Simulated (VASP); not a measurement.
All values below come from PBE GGA, VASP's PBE PAW potentials (set 64) (plane waves; VASP 6.6.1).

The input files of a VASP run:

### POSCAR
```
Ti2C
1
    4.1048450000     0.0000000000     0.0000000000
    0.0000000000     4.1048450000     0.0000000000
    0.0000000000     0.0000000000     6.2633620000
Ti C
4 2
Direct
  0.0006310000  -0.0070890000  -0.0062010000
  0.4971680000   0.4979420000   0.0067560000
  0.5044480000   0.0027890000   0.2600410000
 -0.0020510000   0.5035620000   0.7330420000
  0.4946550000   0.0077780000   0.7071720000
  0.0051490000   0.4950180000   0.2991900000
```

**INCAR**
```
SYSTEM = Ti2C
PREC = Accurate; ENCUT = 400; LREAL = F
LASPH = T
EDIFF = 1E-6; NELM = 100; ALGO = Normal
LMAXMIX = 4
ISMEAR = -1; SIGMA = 0.1
GGA = PE
ISIF = 2
LWAVE = F; LCHARG = F
```

File KPOINTS:
```
Automatic mesh
0
Gamma
5 5 3
0 0 0
```

POTCAR, in this order: Ti_sv C (PBE.64 set). Program: vasp_std.

At this cut-off the stress carries a Pulay error, which pulls relaxed volumes low.

Q: Estimate the energy per atom (σ→0), pressure, largest force, band gap (on the k-mesh).

A: 
```
Item                                                         Value
------------------------  ----------------------------------------
energy per atom (σ→0)                               -6.926 eV/atom
band gap (on the k-mesh)  none (metal, semimetal or under 0.01 eV)
pressure                                                -17.48 GPa
largest force                                           5.237 eV/Å
```

OSZICAR:
```
...
DAV:  13    -0.417211217185E+02    0.64570E-03   -0.11547E-01  3752   0.259E+00    0.402E-01
DAV:  14    -0.417203652970E+02    0.75642E-03   -0.15682E-02  3520   0.943E-01    0.147E-01
DAV:  15    -0.417202308311E+02    0.13447E-03   -0.16136E-03  3919   0.263E-01    0.720E-02
DAV:  16    -0.417202326231E+02   -0.17920E-05   -0.44303E-04  3791   0.143E-01    0.245E-02
DAV:  17    -0.417202334352E+02   -0.81213E-06   -0.73227E-05  3848   0.501E-02    0.105E-02
DAV:  18    -0.417202320070E+02    0.14282E-05   -0.14912E-05  2950   0.230E-02    0.487E-03
DAV:  19    -0.417202317253E+02    0.28169E-06   -0.36025E-06  2400   0.167E-02
   1 F= -.41720232E+02 E0= -.41555241E+02  d E =-.329982E+00
```

The structure was generated: Ti2C was put into an ordered model structure, which need not be its known phase. The cell was not relaxed at this level, atoms are displaced from their ideal sites. The k-mesh is coarse (spacing up to 0.33 per Å, 2π included), so the numbers may not be converged in it.
